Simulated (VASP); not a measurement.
Ta2SiN2:

```
CELL_PARAMETERS angstrom
3.86736 0.00000 0.00000
-1.93368 3.34923 0.00000
0.00000 0.00000 5.67568
ATOMIC_POSITIONS crystal
Ta 0.66667 0.33333 0.50000
Ta 0.33333 0.66667 0.00000
Si 0.00000 0.00000 0.00000
N 0.66667 0.33333 0.76501
N 0.66667 0.33333 0.23499
```

The cell was built by a generator and needn't be a form met in nature.

| Quantity | Value |
| --- | --- |
| Program | VASP 6.6.1 |
| Task | relaxation of cell and atoms |
| Functional | PBE |
| Potentials or basis | VASP PAW PBE potentials, release 64 (Ta_pv, Si, N) |
| Cutoff | 520 eV |
| k mesh | 4 × 4 × 3 |
| Occupations | gaussian, width 0.15 eV |
| Spin | no spin polarisation |

At the start: pressure 80.4 GPa; volume 14.70 Å³/atom.

How do energy, volume and symmetry change on relaxing?

Over 17 steps the energy falls by 2575.3 meV/atom and the volume is 17.16 Å³/atom (+16.7 %); space group P-6m2 (No. 187, to 0.05 Å).

Step by step:
| step | energy change (eV) | largest force (eV/Å) | pressure (GPa) | volume (Å³) |
| --- | --- | --- | --- | --- |
| 1 | 0.0000 | 26.8973 | 80.44 | 73.52 |
| 2 | 2139.3751 | 22035.3711 | 842.61 | 172.23 |
| 3 | -6.4210 | 1.0159 | 22.27 | 73.71 |
| 4 | -12.0125 | 0.0205 | -15.09 | 95.62 |
| 5 | -12.0542 | 0.1684 | -14.82 | 95.08 |
| 6 | -8.3093 | 28.3130 | 35.09 | 85.03 |
| 7 | -12.6491 | 2.4556 | -7.88 | 92.20 |
| 8 | -12.6562 | 2.7868 | -7.25 | 92.01 |
| 9 | -12.3469 | 6.8841 | 5.43 | 84.17 |
| 10 | -12.8217 | 0.9255 | -4.14 | 88.98 |
| 11 | -12.8366 | 1.3465 | 4.10 | 84.27 |
| 12 | -12.8656 | 0.2065 | 0.26 | 86.32 |
| 13 | -12.8740 | 0.2458 | 0.18 | 85.49 |
| 14 | -12.8766 | 0.1005 | 0.14 | 85.76 |
| 15 | -12.8766 | 0.0966 | 0.16 | 85.77 |
| 16 | -12.8764 | 0.1995 | -0.08 | 85.88 |
| 17 | -12.8767 | 0.0177 | -0.09 | 85.82 |

Final structure:
```
CELL_PARAMETERS angstrom
4.41734 0.00000 0.00000
-2.20867 3.82553 0.00000
0.00000 0.00000 5.07825
ATOMIC_POSITIONS crystal
Ta 0.66667 0.33333 0.50000
Ta 0.33333 0.66667 0.00000
Si 0.00000 0.00000 0.00000
N 0.66667 0.33333 0.87743
N 0.66667 0.33333 0.12257
```

Caveat: the k mesh is coarse (spacing up to 0.47 Å⁻¹), so the values aren't converged; the volume moved by over 15 % at a fixed basis, so the end points are rough.
